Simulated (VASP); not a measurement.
Method: PBEsol GGA, VASP's PBE PAW potentials (set 64) (plane waves; VASP).

The input files of a VASP run:

### POSCAR
```
TiO2
1
    4.5998400000     0.0000000000     0.0000000000
    0.0000000000     4.5998400000     0.0000000000
    0.0000000000     0.0000000000     2.9592100000
Ti O
2 4
Direct
  0.5032420000   0.5007170000  -0.0036300000
  0.0000510000   0.0027910000   0.5011720000
  0.6972060000   0.6976060000   0.4952650000
  0.3003060000   0.2970090000   0.5069020000
  0.8054900000   0.1982870000  -0.0081290000
  0.1937050000   0.8035900000   0.0084210000
```

### KPOINTS
```
Automatic mesh
0
Gamma
5 5 8
0 0 0
```

### INCAR
```
ISMEAR=0   # Gaussian
SIGMA=0.01   # width (eV)
ALGO=Normal   # blocked Davidson
PREC=Accurate
LCHARG=.False.
LREAL=.False.   # projection in real space or not
LMAXMIX=4
ENCUT=400   # plane-wave cut-off (eV)
EDIFF=1E-6
LWAVE=.False.
ISIF=2   # forces and stress, cell fixed
LASPH=.True.   # aspherical one-centre terms
GGA=PS   # PBEsol
NELM=100
SYSTEM=TiO2
```

POTCAR, in this order: Ti_sv O (PBE.64 set). Program: vasp_std.

Output of the run:

**OUTCAR**
```
 ion  position               nearest neighbor table
   1  0.503  0.501  0.996-   3 1.95   3 1.95   4 1.96   5 1.97   6 1.99   4 2.01
   2  0.000  0.003  0.501-   5 1.93   4 1.93   6 1.94   5 1.97   6 1.97   3 1.98
   3  0.697  0.698  0.495-   1 1.95   1 1.95   2 1.98
   4  0.300  0.297  0.507-   2 1.93   1 1.96   1 2.01
   5  0.805  0.198  0.992-   2 1.93   1 1.97   2 1.97
   6  0.194  0.804  0.008-   2 1.94   2 1.97   1 1.99
  LATTYP: Found a simple tetragonal cell.
 ALAT       =     4.5998400000
 C/A-ratio  =     0.6433288984
 Subroutine PRICEL returns:
 Original cell was already a primitive cell.
 Subroutine GETGRP returns: Found  1 space group operations
The static configuration has the point symmetry C_1 .
The dynamic configuration has the point symmetry C_1 .
 Subroutine INISYM returns: Found  1 space group operations
 Subroutine IBZKPT returns following result:
 Found    101 irreducible k-points:

 Following reciprocal coordinates:
            Coordinates               Weight
  0.000000  0.000000  0.000000      1.000000
  0.200000  0.000000  0.000000      2.000000
  0.000000  0.200000  0.000000      2.000000
  0.400000  0.000000  0.000000      2.000000
  0.000000  0.400000  0.000000      2.000000
  0.200000  0.200000  0.000000      2.000000
 -0.200000  0.200000  0.000000      2.000000
  0.400000  0.200000  0.000000      2.000000
 -0.200000  0.400000  0.000000      2.000000
 -0.400000  0.200000  0.000000      2.000000
  0.200000  0.400000  0.000000      2.000000
  0.400000  0.400000  0.000000      2.000000
 -0.400000  0.400000  0.000000      2.000000
  0.000000  0.000000  0.125000      2.000000
  0.200000  0.000000  0.125000      2.000000
  0.000000  0.200000  0.125000      2.000000
 -0.200000  0.000000  0.125000      2.000000
  0.000000 -0.200000  0.125000      2.000000
  0.400000  0.000000  0.125000      2.000000
  0.000000  0.400000  0.125000      2.000000
 -0.400000  0.000000  0.125000      2.000000
  0.000000 -0.400000  0.125000      2.000000
  0.200000  0.200000  0.125000      2.000000
 -0.200000  0.200000  0.125000      2.000000
 -0.200000 -0.200000  0.125000      2.000000
  0.200000 -0.200000  0.125000      2.000000
  0.400000  0.200000  0.125000      2.000000
 -0.200000  0.400000  0.125000      2.000000
 -0.400000 -0.200000  0.125000      2.000000
  0.200000 -0.400000  0.125000      2.000000
 -0.400000  0.200000 -0.125000      2.000000
  0.200000  0.400000 -0.125000      2.000000
  0.400000 -0.200000 -0.125000      2.000000
 -0.200000 -0.400000 -0.125000      2.000000
  0.400000  0.400000  0.125000      2.000000
 -0.400000  0.400000  0.125000      2.000000
 -0.400000 -0.400000  0.125000      2.000000
  0.400000 -0.400000  0.125000      2.000000
  0.000000  0.000000  0.250000      2.000000
  0.200000  0.000000  0.250000      2.000000
   k-points           NKPTS =    101   k-points in BZ     NKDIM =    101   number of bands    NBANDS=     28
   number of dos      NEDOS =    301   number of ions     NIONS =      6
   total plane-waves  NPLWV =  18000
   dimension x,y,z NGX =    30 NGY =   30 NGZ =   20
   dimension x,y,z NGXF=    60 NGYF=   60 NGZF=   40
   ions per type =               2   4
   PREC   = accura    normal or accurate (medium, high low for compatibility)
   ISTART =      0    job   : 0-new  1-cont  2-samecut
   ICHARG =      2    charge: 1-file 2-atom 10-const
   ISPIN  =      1    spin polarized calculation?
   LNONCOLLINEAR =      F non collinear calculations
   LSORBIT =      F    spin-orbit coupling
   INIWAV =      1    electr: 0-lowe 1-rand  2-diag
   ENCUT  =  400.0 eV  29.40 Ry    5.42 a.u.   7.50  7.50  4.83*2*pi/ulx,y,z
...
```

**OSZICAR**
```
       N       E                     dE             d eps       ncg     rms          rms(c)
DAV:   1     0.611738387868E+03    0.61174E+03   -0.21984E+04  5688   0.172E+03
DAV:   2     0.272681696141E+02   -0.58447E+03   -0.56496E+03  6480   0.537E+02
DAV:   3    -0.671162582841E+02   -0.94384E+02   -0.92645E+02  8676   0.198E+02
DAV:   4    -0.723357787697E+02   -0.52195E+01   -0.52155E+01  7668   0.464E+01
DAV:   5    -0.725635429679E+02   -0.22776E+00   -0.22773E+00  7704   0.792E+00    0.320E+01
DAV:   6    -0.566524823698E+02    0.15911E+02   -0.10875E+02  6964   0.101E+02    0.120E+01
DAV:   7    -0.562795616493E+02    0.37292E+00   -0.15458E+01  7156   0.308E+01    0.789E+00
DAV:   8    -0.563218410129E+02   -0.42279E-01   -0.44319E+00  7216   0.200E+01    0.437E+00
DAV:   9    -0.561095267653E+02    0.21231E+00   -0.19394E+00  7208   0.125E+01    0.122E+00
DAV:  10    -0.561198760715E+02   -0.10349E-01   -0.11261E-01  8004   0.367E+00    0.102E+00
DAV:  11    -0.561139584242E+02    0.59176E-02   -0.84058E-02  7260   0.229E+00    0.197E-01
DAV:  12    -0.561136870174E+02    0.27141E-03   -0.59920E-03  7668   0.590E-01    0.610E-02
DAV:  13    -0.561136979171E+02   -0.10900E-04   -0.40007E-04  7556   0.143E-01    0.184E-02
DAV:  14    -0.561136917540E+02    0.61631E-05   -0.26080E-05  8312   0.469E-02    0.913E-03
DAV:  15    -0.561136912468E+02    0.50718E-06   -0.72003E-06  6196   0.229E-02
   1 F= -.56113691E+02 E0= -.56113691E+02  d E =-.294156E-19
```

OUTCAR:
```
------------------------ aborting loop because EDIFF is reached ----------------------------------------
  FORCE on cell =-STRESS in cart. coord.  units (eV):
  Direction    XX          YY          ZZ          XY          YZ          ZX
  --------------------------------------------------------------------------------------
  Total       -3.3200290     -3.4456853     -4.0414787      0.1454289      0.3896144     -0.1264891
  in kB      -84.9554457    -88.1708363   -103.4164527      3.7213472      9.9697524     -3.2366997
  external PRESSURE =     -92.1809116 kB  Pullay stress =       0.0000000 kB
  volume of cell :       62.61
      direct lattice vectors                 reciprocal lattice vectors
     4.599840000  0.000000000  0.000000000     0.217398866  0.000000000  0.000000000
     0.000000000  4.599840000  0.000000000     0.000000000  0.217398866  0.000000000
     0.000000000  0.000000000  2.959210000     0.000000000  0.000000000  0.337928028
 POSITION                                       TOTAL-FORCE (eV/Angst)
 -----------------------------------------------------------------------------------
      2.31483      2.30322      2.94847        -0.245276      0.026130     -0.032346
      0.00023      0.01284      1.48307         0.260741     -0.125442     -0.023829
      3.20704      3.20888      1.46559        -0.463059     -0.395711      0.175584
      1.38136      1.36619      1.50003         0.555968      0.592428     -0.161422
      3.70513      0.91209      2.93515        -0.196431      0.042692      0.304251
      0.89101      3.69639      0.02492         0.088057     -0.140098     -0.262238
 -----------------------------------------------------------------------------------
    total drift:                                0.000201      0.000878     -0.000208
  FREE ENERGIE OF THE ION-ELECTRON SYSTEM (eV)
  ---------------------------------------------------
  free  energy   TOTEN  =       -56.1136912468 eV

  energy  without entropy=      -56.1136912468  energy(sigma->0) =      -56.11369125
```
(Selected blocks of OUTCAR.)

OUTCAR:
```
 val. band max:        4.7402630961   @ k =   0.0000   0.0000   0.0000

 cond. band min:       6.4557026526   @ k =  -0.4000   0.4000   0.0000


 Fermi energy:         4.7989971670

 k-point     1 :       0.0000    0.0000    0.0000
  band No.  band energies     occupation
      1     -52.0351      2.00000
      2     -51.9001      2.00000
      3     -28.4337      2.00000
      4     -28.4046      2.00000
      5     -28.2495      2.00000
      6     -28.2313      2.00000
      7     -28.2132      2.00000
      8     -28.1172      2.00000
      9     -13.4212      2.00000
     10     -12.2289      2.00000
     11     -11.5376      2.00000
     12     -11.4854      2.00000
     13      -1.1113      2.00000
     14      -0.6745      2.00000
     15      -0.3078      2.00000
     16       0.8896      2.00000
     17       0.9440      2.00000
     18       2.0822      2.00000
     19       2.1431      2.00000
     20       2.6985      2.00000
     21       3.9923      2.00000
     22       4.2155      2.00000
     23       4.2346      2.00000
     24       4.7403      2.00000
     25       6.4653      0.00000
     26       6.7400      0.00000
     27       7.0237      0.00000
     28       7.1200      0.00000

 k-point     2 :       0.2000    0.0000    0.0000
  band No.  band energies     occupation
      1     -52.0347      2.00000
      2     -51.9000      2.00000
      3     -28.4237      2.00000
      4     -28.3919      2.00000
      5     -28.2491      2.00000
      6     -28.2452      2.00000
      7     -28.2246      2.00000
      8     -28.1180      2.00000
      9     -13.2789      2.00000
     10     -12.2339      2.00000
     11     -11.6602      2.00000
     12     -11.5553      2.00000
     13      -0.8539      2.00000
     14      -0.5123      2.00000
     15      -0.0366      2.00000
     16       0.9119      2.00000
     17       0.9696      2.00000
     18       1.8732      2.00000
     19       2.0158      2.00000
     20       2.7161      2.00000
...
```

At this cut-off the stress carries a Pulay error, which pulls relaxed volumes low.

The structure comes from a computed database's TiO2 entry; how it stands against other phases isn't given here. The cell was not relaxed at this level, atoms are displaced from their ideal sites.
